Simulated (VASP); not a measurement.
```yaml
crystal:
  lattice:
    - [0.00000, 8.60991, 8.60991]
    - [8.60991, 0.00000, 8.60991]
    - [8.60991, 8.60991, 0.00000]
  atoms:
    - { symbol: Zn, position: [0.00000, 0.00000, 0.00000] }
    - { symbol: Zn, position: [0.00000, 0.00000, 0.33333] }
    - { symbol: Zn, position: [0.00000, 0.00000, 0.66667] }
    - { symbol: Zn, position: [0.00000, 0.33333, 0.00000] }
    - { symbol: Zn, position: [0.00000, 0.33333, 0.33333] }
    - { symbol: Zn, position: [0.00000, 0.33333, 0.66667] }
    - { symbol: Zn, position: [0.00000, 0.66667, 0.00000] }
    - { symbol: Zn, position: [0.00000, 0.66667, 0.33333] }
    - { symbol: Zn, position: [0.00000, 0.66667, 0.66667] }
    - { symbol: Zn, position: [0.33333, 0.00000, 0.00000] }
    - { symbol: Zn, position: [0.33333, 0.00000, 0.33333] }
    - { symbol: Zn, position: [0.33333, 0.00000, 0.66667] }
    - { symbol: Zn, position: [0.33333, 0.33333, 0.00000] }
    - { symbol: Zn, position: [0.33333, 0.33333, 0.33333] }
    - { symbol: Zn, position: [0.33333, 0.33333, 0.66667] }
    - { symbol: Zn, position: [0.33333, 0.66667, 0.00000] }
    - { symbol: Zn, position: [0.33333, 0.66667, 0.33333] }
    - { symbol: Zn, position: [0.33333, 0.66667, 0.66667] }
    - { symbol: Zn, position: [0.66667, 0.00000, 0.00000] }
    - { symbol: Zn, position: [0.66667, 0.00000, 0.33333] }
    - { symbol: Zn, position: [0.66667, 0.00000, 0.66667] }
    - { symbol: Zn, position: [0.66667, 0.33333, 0.00000] }
    - { symbol: Zn, position: [0.66667, 0.33333, 0.33333] }
    - { symbol: Zn, position: [0.66667, 0.33333, 0.66667] }
    - { symbol: Zn, position: [0.66667, 0.66667, 0.00000] }
    - { symbol: Zn, position: [0.66667, 0.66667, 0.33333] }
    - { symbol: Zn, position: [0.66667, 0.66667, 0.66667] }
    - { symbol: Se, position: [0.25000, 0.25000, 0.25000] }
    - { symbol: Se, position: [0.25000, 0.25000, 0.58333] }
    - { symbol: Se, position: [0.25000, 0.25000, 0.91667] }
    - { symbol: Se, position: [0.25000, 0.58333, 0.25000] }
    - { symbol: Se, position: [0.25000, 0.58333, 0.58333] }
    - { symbol: Se, position: [0.25000, 0.58333, 0.91667] }
    - { symbol: Se, position: [0.25000, 0.91667, 0.25000] }
    - { symbol: Se, position: [0.25000, 0.91667, 0.58333] }
    - { symbol: Se, position: [0.25000, 0.91667, 0.91667] }
    - { symbol: Se, position: [0.58333, 0.25000, 0.25000] }
    - { symbol: Se, position: [0.58333, 0.25000, 0.58333] }
    - { symbol: Se, position: [0.58333, 0.25000, 0.91667] }
    - { symbol: Se, position: [0.58333, 0.58333, 0.25000] }
    - { symbol: Se, position: [0.58333, 0.58333, 0.58333] }
    - { symbol: Se, position: [0.58333, 0.58333, 0.91667] }
    - { symbol: Se, position: [0.58333, 0.91667, 0.25000] }
    - { symbol: Se, position: [0.58333, 0.91667, 0.58333] }
    - { symbol: Se, position: [0.58333, 0.91667, 0.91667] }
    - { symbol: Se, position: [0.91667, 0.25000, 0.25000] }
    - { symbol: Se, position: [0.91667, 0.25000, 0.58333] }
    - { symbol: Se, position: [0.91667, 0.25000, 0.91667] }
    - { symbol: Se, position: [0.91667, 0.58333, 0.25000] }
    - { symbol: Se, position: [0.91667, 0.58333, 0.58333] }
    - { symbol: Se, position: [0.91667, 0.58333, 0.91667] }
    - { symbol: Se, position: [0.91667, 0.91667, 0.25000] }
    - { symbol: Se, position: [0.91667, 0.91667, 0.58333] }
    - { symbol: Se, position: [0.91667, 0.91667, 0.91667] }
```

Computed with PBE GGA, VASP's PBE PAW potentials (set 64) (plane waves; VASP 6.6.1). Settings: PREC = Normal, LREAL = Auto, 400 eV cut-off, 1×1×1 Γ-centred mesh, Gaussian smearing of 0.050 eV, potentials Zn Se.

The supercell is sampled at Γ alone, which is coarse: total energies, pressure and levels can be off, energies of defects by several tenths of an eV.

Task: Predict the energy per atom (σ→0), pressure.

Result: 
```
Quantity                        Value
---------------------  --------------
energy per atom (σ→0)  -2.883 eV/atom
pressure                     1.08 GPa
```

Only differences to runs with the same potentials and settings are physical.

The cell is a supercell, built from a database entry that may be metastable or hypothetical.
